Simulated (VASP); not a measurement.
Data:

```yaml
crystal:
  lattice:
    - [3.18191, 0.00000, 0.00000]
    - [-1.59096, 2.75562, 0.00000]
    - [0.00000, 0.00000, 5.18108]
  atoms:
    - { symbol: Ga, position: [0.66667, 0.33333, 0.59163] }
    - { symbol: Ga, position: [0.33333, 0.66667, 0.09163] }
    - { symbol: N, position: [0.66667, 0.33333, 0.96837] }
    - { symbol: N, position: [0.33333, 0.66667, 0.46837] }
```

The numbers are results of PBEsol GGA, VASP's PBE PAW potentials (set 64) (plane waves; VASP), not measurements. Run with 520 eV cut-off, 9×9×5 Γ-centred mesh, tetrahedra with Blöchl corrections, potentials Ga_d N.

The cores are frozen, which limits the accuracy of field gradients.

Problem. Give the principal components of the electric field gradient (V/Å²) and the asymmetry η at each nucleus.

Solution. 
```json
[
 {"atom": "Ga1", "Vxx": "-2.2", "Vyy": "-2.2", "Vzz": "4.3", "η": "0.00"},
 {"atom": "Ga2", "Vxx": "-2.2", "Vyy": "-2.2", "Vzz": "4.3", "η": "0.00"},
 {"atom": "N3", "Vxx": "-0.4", "Vyy": "-0.4", "Vzz": "0.8", "η": "0.00"},
 {"atom": "N4", "Vxx": "-0.4", "Vyy": "-0.4", "Vzz": "0.8", "η": "0.00"}
]
```

The structure comes from a measured GaN entry (P6_3mc) of the Crystallography Open Database, whose conditions weren't checked. It was relaxed first.
